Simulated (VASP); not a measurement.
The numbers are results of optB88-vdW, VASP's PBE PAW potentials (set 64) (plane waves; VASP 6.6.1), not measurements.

Input for VASP

**INCAR**
```
ISIF  =  2
PARAM2  =  0.22
ISMEAR  =  -5   ! tetrahedra, Bloechl
LCHARG  =  .TRUE.
ENCUT  =  520   ! plane-wave cut-off (eV)
LWAVE  =  .FALSE.
NELM  =  100   ! most electronic steps
LREAL  =  .FALSE.   ! projection in real space or not
PREC  =  Accurate
LUSE_VDW  =  .TRUE.
ALGO  =  Normal
AGGAC  =  0.0
EDIFF  =  1E-7   ! SCF stop (eV)
GGA  =  BO
LASPH  =  .TRUE.   ! aspherical one-centre terms
LEFG  =  .TRUE.
LMAXMIX  =  4   ! l cut-off of mixed one-centre charges
PARAM1  =  0.1833333333
NEDOS  =  601
LORBIT  =  11
SYSTEM  =  NiSb
```

File KPOINTS:
```
Automatic mesh
0
Gamma
10 10 7
0 0 0
```

File POSCAR:
```
NiSb
3.978850
  0.4999999765  -0.8660254056   0.0000000000
  0.4999999765   0.8660254056   0.0000000000
  0.0000000000   0.0000000000   1.3048628198
Ni Sb
2 2
Cart
  0.0000000000   0.0000000000   0.6524314099
  0.0000000000   0.0000000000   0.0000000000
  0.4999999765   0.2886757126   0.3262157049
  0.4999999765  -0.2886757126   0.9786471148
```

POTCAR, in this order: Ni Sb (PBE.64 set). Program: vasp_std.

The resulting files:

### OSZICAR
```
       N       E                     dE             d eps       ncg     rms          rms(c)
DAV:   1     0.177435688797E+03    0.17744E+03   -0.12554E+04  2128   0.161E+03
DAV:   2    -0.223032610709E+01   -0.17967E+03   -0.17503E+03  2140   0.320E+02
DAV:   3    -0.113713249735E+02   -0.91410E+01   -0.88188E+01  2436   0.882E+01
DAV:   4    -0.116282059680E+02   -0.25688E+00   -0.25589E+00  2401   0.139E+01
DAV:   5    -0.116368095549E+02   -0.86036E-02   -0.86082E-02  2610   0.270E+00    0.114E+01
DAV:   6    -0.136687116711E+02   -0.20319E+01   -0.25672E+01  2330   0.922E+01    0.149E+01
DAV:   7    -0.105974244227E+02    0.30713E+01   -0.99317E+00  2340   0.660E+01    0.323E+00
DAV:   8    -0.106417819833E+02   -0.44358E-01   -0.11193E+00  2859   0.881E+00    0.233E+00
DAV:   9    -0.105926885591E+02    0.49093E-01   -0.18973E-01  2410   0.776E+00    0.553E-01
DAV:  10    -0.105929698159E+02   -0.28126E-03   -0.73281E-03  2275   0.721E-01    0.413E-01
DAV:  11    -0.105925179733E+02    0.45184E-03   -0.91619E-04  2975   0.254E-01    0.114E-01
DAV:  12    -0.105924579267E+02    0.60047E-04   -0.58330E-04  3153   0.374E-01    0.395E-02
DAV:  13    -0.105924607198E+02   -0.27930E-05   -0.48285E-05  2257   0.562E-02    0.219E-02
DAV:  14    -0.105924580996E+02    0.26201E-05   -0.21383E-06  2550   0.120E-02    0.425E-03
DAV:  15    -0.105924559882E+02    0.21114E-05   -0.49750E-07  2227   0.104E-02    0.134E-03
DAV:  16    -0.105924556043E+02    0.38393E-06   -0.11163E-07  1330   0.346E-03    0.254E-04
DAV:  17    -0.105924556630E+02   -0.58718E-07   -0.26887E-08  1163   0.208E-03
   1 F= -.10592456E+02 E0= -.10592456E+02  d E =0.000000E+00
```

File OUTCAR:
```
------------------------ aborting loop because EDIFF is reached ----------------------------------------
  FORCE on cell =-STRESS in cart. coord.  units (eV):
  Direction    XX          YY          ZZ          XY          YZ          ZX
  --------------------------------------------------------------------------------------
  Total       -0.1013095     -0.1013096     -0.0692028      0.0000000      0.0000000      0.0000000
  in kB       -2.2803041     -2.2803044     -1.5576367      0.0000000      0.0000000      0.0000000
  external PRESSURE =      -2.0394151 kB  Pullay stress =       0.0000000 kB
  volume of cell :       71.18
      direct lattice vectors                 reciprocal lattice vectors
     1.989424907 -3.445785185  0.000000000     0.251328913 -0.145104809  0.000000000
     1.989424907  3.445785185  0.000000000     0.251328913  0.145104809  0.000000000
     0.000000000  0.000000000  5.191853431     0.000000000  0.000000000  0.192609444
 POSITION                                       TOTAL-FORCE (eV/Angst)
 -----------------------------------------------------------------------------------
      0.00000      0.00000      2.59593        -0.000000      0.000000     -0.000000
      0.00000      0.00000      0.00000        -0.000000      0.000000     -0.000000
      1.98942      1.14860      1.29796         0.000000      0.000000      0.000000
      1.98942     -1.14860      3.89389        -0.000000     -0.000000      0.000000
 -----------------------------------------------------------------------------------
    total drift:                                0.000000      0.000000      0.000000
  FREE ENERGIE OF THE ION-ELECTRON SYSTEM (eV)
  ---------------------------------------------------
  free  energy   TOTEN  =       -10.5924556630 eV

  energy  without entropy=      -10.5924556630  energy(sigma->0) =      -10.59245566

 total charge

# of ion       s       p       d       tot
------------------------------------------
    1        0.439   0.445   8.479   9.364
    2        0.439   0.445   8.479   9.364
    3        1.154   1.215   0.067   2.436
    4        1.154   1.215   0.067   2.436
--------------------------------------------------
tot          3.186   3.321  17.093  23.600

 Electric field gradients after diagonalization (V/A^2)
 (convention: |V_zz| > |V_xx| > |V_yy|)
----------------------------------------------------------------------
 ion       V_xx      V_yy      V_zz     asymmetry (V_yy - V_xx)/ V_zz
----------------------------------------------------------------------
   1      10.083    10.075   -20.158       0.000
   2      10.083    10.075   -20.158       0.000
   3     -37.505   -37.505    75.010       0.000
   4     -37.505   -37.505    75.010       0.000
```
(Selected blocks of OUTCAR.)

For a metal the tetrahedron method with Blöchl corrections gives inexact stress and forces.

The compound is NiSb in the NiAs type structure. It was relaxed first. The run is not spin-polarised, so no magnetic state was tried.
